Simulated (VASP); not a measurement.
Energy against volume of BaHfO3 (cubic perovskite). All values below come from MS2 meta-GGA, VASP's PBE PAW potentials (set 64) (plane waves; VASP).

| V (Å³/atom) | E (eV/atom) |
|---|---|
| 13.555 | -5.62832 |
| 13.988 | -5.65294 |
| 14.421 | -5.66087 |
| 14.853 | -5.65461 |
| 15.286 | -5.63634 |

Task: Fit a third-order Birch-Murnaghan equation of state.

Result: 
```
Property                                         Result
---------------------------------------  --------------
volume per atom                          14.43 Å^3/atom
bulk modulus                                    174 GPa
pressure derivative of the bulk modulus            4.49
lattice constant a                              4.163 Å
```

Measured: a 4.171 Å (computed value off by -0.2 %), as given by Zhao et al., (2008), arXiv:0809.3506. The calculation is for a static lattice, while the measured a holds thermal and zero-point effects, which are part of the difference.

The compound is BaHfO3 in the cubic perovskite structure. It was relaxed first.
